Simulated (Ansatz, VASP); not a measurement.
**Two plane-wave programs on GeCN2**

File INCAR:

```
SYSTEM = GeCN2
  PREC = Accurate
  ENCUT = 520
  EDIFF = 1E-7
  ISMEAR = 0
  SIGMA = 0.05
  LREAL = .FALSE.
  LASPH = .TRUE.
  NELM = 100
  ALGO = Fast
  ISIF = 2
  LWAVE = .FALSE.
  LCHARG = .FALSE.
  GGA = PS
  NBANDS = 22
```

File KPOINTS:

```
Automatic mesh
0
G
  9 9 9
  0 0 0
```

Contents of POSCAR:

```
GeCN2
1.0
    1.8834798882      1.0874276204      4.6758593518
   -1.8834798882      1.0874276204      4.6758593518
    0.0000000000     -2.1748552409      4.6758593518
Ge C N
1 1 2
Direct
    0.0000000000      0.0000000000      0.0000000000
    0.5000000000      0.5000000000      0.5000000000
    0.4160956000      0.4160956000      0.4160956000
    0.5839044000      0.5839044000      0.5839044000
```

Input for Ansatz:

```yaml
crystal:
  lattice:
    - [1.8834798882, 1.0874276204, 4.6758593518]
    - [-1.8834798882, 1.0874276204, 4.6758593518]
    - [0.0, -2.1748552409, 4.6758593518]
  atoms:
    - { symbol: Ge, position: [0.0, 0.0, 0.0] }
    - { symbol: C, position: [0.5, 0.5, 0.5] }
    - { symbol: "N", position: [0.4160956, 0.4160956, 0.4160956] }
    - { symbol: "N", position: [0.5839044, 0.5839044, 0.5839044] }
basis:
  ecutwfc: 420
kpoints:
  mp_grid: { grid: [9, 9, 9] }
hamiltonian:
  xc: pbesol
scf:
  occupations: { method: gaussian, width: 0.05 }
output:
  forces: true
  stress: true
  eigenvalues: true
```

Change from the starting cell: strain +0.050 along x and y, -0.050 along z, atoms carried along.

Alike in both runs: task single point; functional PBEsol; k mesh 9 × 9 × 9; occupations gaussian, width 0.05 eV; no spin polarisation.

|  | VASP | Ansatz |
| --- | --- | --- |
| version | VASP 6.6.1 | Ansatz 0.2.0 |
| potentials or method | VASP PAW PBE potentials, release 64 (Ge_d, C, N) | scalar-relativistic, plane waves, PAW |
| plane-wave cutoff (eV) | 520 | 420 |
| valence electrons in the cell | 28 | 28 |

Ansatz gave:

- gap on the k mesh at the Fermi level (eV): 0.61
- least direct gap on the mesh (eV): 1.59
- pressure (GPa): 7.7
- largest component of the traceless stress (GPa): 29.64
- rms of the force components (eV/Å): 2.426

What did VASP give for the same quantities?

gap on the k mesh at the Fermi level (eV): 0.61; least direct gap on the mesh (eV): 1.57; pressure (GPa): 8.2; largest component of the traceless stress (GPa): 30.88; rms of the force components (eV/Å): 2.537.

Atom by atom the forces differ by 0.110 eV/Å (rms over components). The functional is the same, so the differences come from potentials, cutoffs and numerics.

Caveats: the standard files for N, O and F lose accuracy on very short bonds; the PAW data sets were made with another functional, which shifts forces and pressure a little (VASP); an odd mesh through Γ misses points on the zone boundary, where band edges often lie.
